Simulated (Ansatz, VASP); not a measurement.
**Cross-check of GePt between VASP and Ansatz**

One calculation is typed for both programs; each brings its own data sets. How far apart do they land? The cell is generated by rule, not measured, and may not be a known phase. The cell is taken from a series of runs on this material, whose earlier steps may have relaxed, scaled, displaced or heated it; both programs get it as it stands.

Calculated with Ansatz 0.2.0; plane waves, with VASP 6.6.1 beside it; zone-centre phonons at r2SCAN.

The structure was built from a prototype and need not be the compound's stable phase.

**1. Starting point**

It takes space group Pm-3m (No. 221, cubic). The conventional cell has a = 3.157 Å, b = 3.157 Å, c = 3.157 Å, α = 90.00°, β = 90.00°, γ = 90.00°. Nearest to Pt lie 8 Ge at 2.73 Å. Ge has 8 Pt at 2.73 Å nearest. Farther neighbours are not listed.

**2. Ansatz: zone-centre phonons, r2SCAN**

Ansatz runs on its default PAW (the set named soft_2) files.

Second derivatives magnify differences that forces hide, and they need a tight electronic threshold.

File input.yaml:

```yaml
crystal:
  lattice:
    - [3.1569466852, 0.0, 0.0]
    - [0.0, 3.1569466852, 0.0]
    - [0.0, 0.0, 3.1569466852]
  atoms:
    - { symbol: Pt, position: [0.0, 0.0, 0.0] }
    - { symbol: Ge, position: [0.5, 0.5, 0.5] }
kpoints:
  mp_grid: { grid: [16, 16, 16] }
hamiltonian:
  xc: r2scan
scf:
  occupations: { method: methfessel_paxton, width: 0.2 }
output:
  eigenvalues: true
phonons:
  method: dfpt
```

Command:

```bash
$ ansatz run input.yaml --threads 4 --pin off --max-ram 7168MiB --backend cpu --events-out ev --progress --plain --runs-dir out
```

Numbers of over 12 decimals in the logs are rounded to 6 here.

Output:

```text
Engine: ansatz 0.2.0, aarch64-unknown-linux-gnu
Pseudopotentials: kind: paw
Pseudopotential: Pt, paw, valence charge 18, recommended cutoff 500 eV (meta_gga), Pt.paw.azcp
Pseudopotential: Ge, paw, valence charge 14, recommended cutoff 500 eV (meta_gga), Ge.paw.azcp
Functional definition: r2SCAN
  parameter k0 = 0.174
  parameter k1 = 0.065
  parameter a1 = 4.9479
  exchange = r2scan_x(k0 = k0, k1 = k1, a1 = a1)
  correlation = r2scan_c
Crystal: 2 atoms, lattice volume = 31.463 Å³
Basis set: ecut = 500 eV, 799 PW (Γ), exchange–correlation on 120×120×120 points (125 copies of the dense FFT grid, shifted against one another)
Bands: 20, of which v1, the nominal top of the filled ones, is band 16 counted from 1 (15 counted from 0)
Symmetry: 48 space group operations
k-points: 405 of 4096 (irreducible under 8 space group operations, time reversal used)
Non-local potential: Pt, projectors of the file, l = 0: 3, l = 1: 2, l = 2: 2, l = 3: 1
Non-local potential: Ge, projectors of the file, l = 0: 2, l = 1: 2, l = 2: 3, l = 3: 1
PAW form: soft (Blöchl's): semilocal exchange-correlation on the pseudo side does not see the compensation charge
PAW frozen core: Pt, regenerated for the run's functional (the file was generated under x = pbe(κ = 0.804, μ = 0.219515), c = pbe(β = 0.066725))
PAW frozen core: Ge, regenerated for the run's functional (the file was generated under x = pbe(κ = 0.804, μ = 0.219515), c = pbe(β = 0.066725))
PAW one-centre angular grid: Pt, 590 points (default); XC on 160 Gauss nodes
PAW one-centre angular grid: Ge, 590 points (default); XC on 160 Gauss nodes
Initial density: superposition of atomic densities (neutral atoms: chi_scale 0, normalization atom), corrected by the library's trained network
Initial wavefunctions: pseudopotential atomic-orbital guess
Functional: x = r2scan, c = r2scan; τ floored in thin density (d = 2e-4 eV/Å³)
SCF iter   1: F=—  HF=-16839.725429 eV  |F-HF|=—  |Δ(HF+E_count)|=         —  Δρ=1.10e-2  dr2=3.22e-2  dr2_τ=1.07e-2  ethr=1.77e-3  ⟨swp⟩=4.9  Hψ=31999  notcnv=0
preconditioner: auto → none  [metal: Δε(μ)=0.023 eV  Ē_g=18.814 eV  σ=0.200 eV  W_gap=0.10  n_scr=6 (ndim 8)  ℏωp=32.4 eV  f_vac=0.000  D(μ)=0.87/eV (n_scr^D=6)  sad-step TF]
SCF iter   2: F=—  HF=-16839.736056 eV  |F-HF|=—  |Δ(HF+E_count)|=   1.06e-2  S|Δr|=    0.00e0  Δρ=4.27e-3  dr2=3.46e-3  dr2_τ=8.77e-4  ethr=1.01e-4  ⟨swp⟩=2.0  Hψ=15859  notcnv=0
SCF iter   3: F=—  HF=-16839.736700 eV  |F-HF|=—  |Δ(HF+E_count)|=   6.45e-4  S|Δr|=    0.00e0  Δρ=1.69e-3  dr2=6.33e-4  dr2_τ=9.16e-5  ethr=1.08e-5  ⟨swp⟩=2.0  Hψ=10671  notcnv=0
SCF iter   4: F=—  HF=-16839.736749 eV  |F-HF|=—  |Δ(HF+E_count)|=   4.87e-5  S|Δr|=    0.00e0  Δρ=7.74e-4  dr2=1.93e-4  dr2_τ=2.45e-5  ethr=1.98e-6  ⟨swp⟩=2.0  Hψ=12819  notcnv=0
SCF iter   5: F=—  HF=-16839.736729 eV  |F-HF|=—  |Δ(HF+E_count)|=   2.07e-5  S|Δr|=    0.00e0  Δρ=3.86e-4  dr2=4.57e-5  dr2_τ=1.29e-6  ethr=6.03e-7  ⟨swp⟩=1.9  Hψ=12362  notcnv=0
SCF iter   6: F=—  HF=-16839.736728 eV  |F-HF|=—  |Δ(HF+E_count)|=   6.69e-7  S|Δr|=    0.00e0  Δρ=1.13e-4  dr2=3.82e-6  dr2_τ=8.10e-8  ethr=1.43e-7  ⟨swp⟩=2.3  Hψ=11165  notcnv=0
SCF iter   7: F=—  HF=-16839.736733 eV  |F-HF|=—  |Δ(HF+E_count)|=   4.68e-6  S|Δr|=    0.00e0  Δρ=1.70e-5  dr2=1.16e-7  dr2_τ=2.29e-9  ethr=1.19e-8  ⟨swp⟩=2.0  Hψ=10896  notcnv=0
SCF iter   8: F=—  HF=-16839.736733 eV  |F-HF|=—  |Δ(HF+E_count)|=   3.51e-7  S|Δr|=    0.00e0  Δρ=1.05e-6  dr2=3.85e-10  dr2_τ=1.99e-11  ethr=3.63e-10  ⟨swp⟩=2.0  Hψ=12593  notcnv=0
SCF iter   9: F=-16839.736733 eV  HF=-16839.736733 eV  |F-HF|=0.00e0  |Δ(HF+E_count)|=  2.04e-10  S|Δr|=    0.00e0  Δρ=9.54e-8  dr2=2.85e-12  dr2_τ=6.96e-13  ethr=1.00e-12  ⟨swp⟩=4.1  Hψ=40646  notcnv=0
SCF 1 converged in 9 iterations: F = -16839.736733 eV  dr2 = 2.85e-12
  greatest PAW one-centre occupation: 1.000 electrons in one spin orbital (limit 2), on the Pt atom at site 0 (counted from 0), in its partial waves of l = 0
DFPT response loops at Γ: preconditioner auto → Kerker (q_TF=auto, 2.736 Å⁻¹) (partly filled bands, converged f_vac=0.000); β = 1.00, the filter's whole step (`scf.mixing.beta` (0.50) is not read by the response loops under this deck's `scf.mixing.preconditioner`; to damp them name `kerker` or `kerker_dos`, under which they read `scf.mixing.beta`, and type it under 1.00, their step now; both keys bind the ground state too); Broyden in place of MSR1
SCF converged after 9 iterations
Stability not checked: this state was not tested for a lower state beside it, because cold or Methfessel-Paxton smearing, or corrected tetrahedra, fill the levels in a way that the test cannot read (fill_not_monotonic; see scf.lower_state_search)
Free energy (F): -16839.736733 eV
Harris-Foulkes:  -16839.736733 eV  (|F-HF|=0.00e0)
Internal energy: -16839.736464 eV  (E = F + TS)
E sigma→0 (E₀):  -16839.736666 eV
Entropy (-TS):   -0.000269 eV (-0.135 meV/atom)
Fermi energy:    18.240030 eV
--- Per-component energies (eV) ---
  E_band       = -266.830735
  E_kinetic    = 750.954569
  E_local      = -3545.822504  (includes V_loc(G=0)·N_el)
  E_nonlocal   = 621.634751
  E_hartree    = 1454.628922
  E_xc         = -319.837747
  E_vxc        = -407.066230  (∫ρ·V_xc dr)
  E_paw        = -11513.375410  (= ΣΔE_a)
  E_vpaw       = -621.663068  (= ΣTr[D̂ρ^β])
  E_aug_tail   = 0.000173  (compensation charges beyond the density's cutoff)
  E_vtau       = 25.873636  (kinetic-family band-sum trace: ∫τ·v_τ [+ j·A + Jᵃ·Aᵃ] dr)
  E_ewald      = -4286.601956
  E_core_change = -1.317260  (= ΣΔE_core)
  E_smearing   = -0.000269  (= −TS)
  E_closure    = 0.000000  (closes the sum)
  Σ components = -16839.736733   (vs F -16839.736733, Δ=0.00e0)
--- Band table (eV; the first three rows and the last of 405) ---
  k-point 0: bands = [... 12 lower, 15.7298, 15.7298, 15.7298, 20.0645, 20.0645, 20.0645, 23.4190, 28.7549]
  k-point 1: bands = [... 12 lower, 15.6273, 15.6273, 15.7339, 19.5393, 20.2343, 20.2343, 23.8639, 28.6293]
  k-point 2: bands = [... 12 lower, 15.3658, 15.3658, 15.7457, 18.5203, 20.6983, 20.6983, 24.6355, 28.2881]
  k-point 404: bands = [... 12 lower, 12.6679, 16.8478, 16.8478, 20.8422, 20.8422, 20.8422, 22.5911, 22.5911]
--- Phonons (Γ-DFPT): 2 representative perturbations + reference, on 405 of 4096 k-points (Σ response iterations 15) ---
  k mesh reduced under 8 symmetry operations, with k and −k counted as one. Each operation leaves every solved perturbation unchanged. A smaller set is not considered because the functional reads the kinetic-energy density
  ASR residual: 7.189e-5 → 0.000e0 eV/Å²; symmetrization residual: 2.786e-5 eV/Å²
  ASR residual per site (eV/Å²): 7.19e-5 3.21e-5
  Γ frequencies (cm⁻¹): 0.00 0.00 0.00 57.63 57.63 57.63
  non-analytic LO–TO correction: not included (Born effective charges unavailable; polar crystals: no LO–TO splitting at Γ)
```

Reading the cycles: dr2 is the Hartree energy of the density residual (eV), the measure of convergence; HF is the Harris–Foulkes estimate of the energy, which meets the free energy F at convergence.

**3. VASP: zone-centre phonons, r2SCAN**

The same cell, functional, mesh and smearing now go to VASP, with its own data sets.

Lines of VASP's logs that name or quote its potential files are left out, and so is its time.

File INCAR:

```
SYSTEM = GePt
PREC = Accurate
ENCUT = 550
EDIFF = 1E-08
NELM = 120
ISMEAR = 1
SIGMA = 0.2
LREAL = .FALSE.
ALGO = Normal
METAGGA = R2SCAN
LASPH = .TRUE.
NBANDS = 18
LORBIT = 11
LWAVE = .FALSE.
LCHARG = .FALSE.
ISIF = 2
IBRION = 6
NFREE = 2
POTIM = 0.015
NSW = 1
GGA_COMPAT = .FALSE.
LMIXTAU = .TRUE.
KPAR = 2
```

File POSCAR:

```
GePt
1.0
    3.1569466852      0.0000000000      0.0000000000
    0.0000000000      3.1569466852      0.0000000000
    0.0000000000      0.0000000000      3.1569466852
Pt Ge
1 1
Direct
    0.0000000000      0.0000000000      0.0000000000
    0.5000000000      0.5000000000      0.5000000000
```

File KPOINTS:

```
Automatic mesh
0
Gamma
16 16 16
0 0 0
```

Potentials, in the order of the species: Pt and Ge_d (PBE family, release 64).

Command:

```bash
$ mpirun -np 2 vasp_std
```

Output:

```text
[banner, memory and clock lines left out]
running    2 mpi-ranks, on    1 nodes
 distrk:  each k-point on    1 cores,    2 groups
 distr:  one band on    1 cores,    1 groups

 POSCAR found type information on POSCAR PtGe
 POSCAR found :  2 types and       2 ions
|                                                                             |
|               ----> ADVICE to this user running VASP <----                  |
|                                                                             |
|     You enforced a specific xc type in the INCAR file but a different       |
|     [... a line on the potential file left out ...]
|     I HOPE YOU KNOW WHAT YOU ARE DOING!                                     |
|                                                                             |

 LDA part: xc-table for (None), standard interpolation
 POSCAR, INCAR and KPOINTS ok, starting setup
 FFT: planning ... GRIDC
 FFT: planning ... GRID_SOFT
 FFT: planning ... GRID
 WAVECAR not read
 entering main loop
       N       E                     dE             d eps       ncg     rms          rms(c)
DAV:   1     0.107539516814E+03    0.10754E+03   -0.12913E+04  6864   0.348E+03
DAV:   2    -0.532589940310E+02   -0.16080E+03   -0.15502E+03  6194   0.579E+02
DAV:   3    -0.698055396280E+02   -0.16547E+02   -0.16285E+02  6394   0.116E+02
DAV:   4    -0.701655798041E+02   -0.36004E+00   -0.35958E+00  6782   0.168E+01
DAV:   5    -0.701716611441E+02   -0.60813E-02   -0.60809E-02  6702   0.239E+00    0.102E+01
DAV:   6    -0.654142649879E+02    0.47574E+01   -0.43066E+00  6244   0.160E+01    0.610E+00
DAV:   7    -0.654233974445E+02   -0.91325E-02   -0.37896E-01  6352   0.477E+00    0.348E+00
DAV:   8    -0.654233235885E+02    0.73856E-04   -0.76860E-02  6246   0.165E+00    0.842E-01
DAV:   9    -0.654308923548E+02   -0.75688E-02   -0.31465E-02  6386   0.153E+00    0.104E-01
DAV:  10    -0.654329605766E+02   -0.20682E-02   -0.29327E-03  6172   0.527E-01    0.594E-02
DAV:  11    -0.654327766119E+02    0.18396E-03   -0.75388E-04  6094   0.276E-01    0.565E-02
DAV:  12    -0.654332312968E+02   -0.45468E-03   -0.73457E-04  6054   0.264E-01    0.101E-02
DAV:  13    -0.654333301436E+02   -0.98847E-04   -0.44030E-05  6166   0.634E-02    0.478E-03
DAV:  14    -0.654333368072E+02   -0.66637E-05   -0.68251E-06  6644   0.316E-02    0.380E-03
DAV:  15    -0.654333364527E+02    0.35458E-06   -0.17335E-06  6238   0.107E-02    0.515E-04
DAV:  16    -0.654333368025E+02   -0.34984E-06   -0.12323E-07  6350   0.266E-03    0.701E-04
DAV:  17    -0.654333368609E+02   -0.58362E-07   -0.33868E-08  6576   0.194E-03    0.241E-04
DAV:  18    -0.654333368460E+02    0.14905E-07   -0.29671E-09  3206   0.556E-04    0.562E-05
DAV:  19    -0.654333368236E+02    0.22341E-07   -0.62033E-10  3118   0.358E-04    0.184E-05
DAV:  20    -0.654333368274E+02   -0.38117E-08   -0.19794E-10  3110   0.149E-04
   1 F= -.65433337E+02 E0= -.65433256E+02  d E =-.242891E-03
[...]
2 F= -.65433260E+02 E0= -.65433181E+02  d E =-.237328E-03
[...]
3 F= -.65433260E+02 E0= -.65433181E+02  d E =-.237320E-03
[...]
4 F= -.65433303E+02 E0= -.65433224E+02  d E =-.237306E-03
 Finite differences progress:
  Degree of freedom:   2/  2
  Displacement:        1/  2
  Total:               3/  4
 bond charge predicted
       N       E                     dE             d eps       ncg     rms          rms(c)
DAV:   1    -0.654289873689E+02    0.43153E-02   -0.27862E+00 18492   0.126E+01    0.109E-01
DAV:   2    -0.654331571235E+02   -0.41698E-02   -0.18477E-02 14796   0.128E+00    0.630E-02
DAV:   3    -0.654329522332E+02    0.20489E-03   -0.89961E-04 15814   0.286E-01    0.256E-02
DAV:   4    -0.654332526930E+02   -0.30046E-03   -0.39942E-04 14914   0.171E-01    0.145E-02
DAV:   5    -0.654332888402E+02   -0.36147E-04   -0.91019E-05 14872   0.735E-02    0.439E-03
DAV:   6    -0.654332895382E+02   -0.69799E-06   -0.37504E-05 14950   0.512E-02    0.378E-03
DAV:   7    -0.654333024935E+02   -0.12955E-04   -0.89132E-06 14862   0.255E-02    0.574E-04
DAV:   8    -0.654333026542E+02   -0.16063E-06   -0.33035E-07 16070   0.543E-03    0.393E-04
DAV:   9    -0.654333026379E+02    0.16311E-07   -0.96385E-08 14970   0.315E-03    0.149E-04
DAV:  10    -0.654333027184E+02   -0.80585E-07   -0.37869E-08 14868   0.210E-03    0.420E-05
DAV:  11    -0.654333027224E+02   -0.40081E-08   -0.11864E-09  8154   0.439E-04
   5 F= -.65433303E+02 E0= -.65433224E+02  d E =-.237323E-03
 Finite differences progress:
  Degree of freedom:   2/  2
  Displacement:        2/  2
  Total:               4/  4
```

[end of part 1 of 2]

[Lines on the potential files, build, host, timing and source positions are cut from VASP's logs without a mark.]

[Logs are printed without paths, hosts, clocks, repeated set-up lines and the standing remarks that a program may print on its own settings, such as how far it seeks lower states.]

[Hosts, paths, dates, database ids (printed as entryN), source tags and the programs' standing remarks are cut or masked in the printed files.]
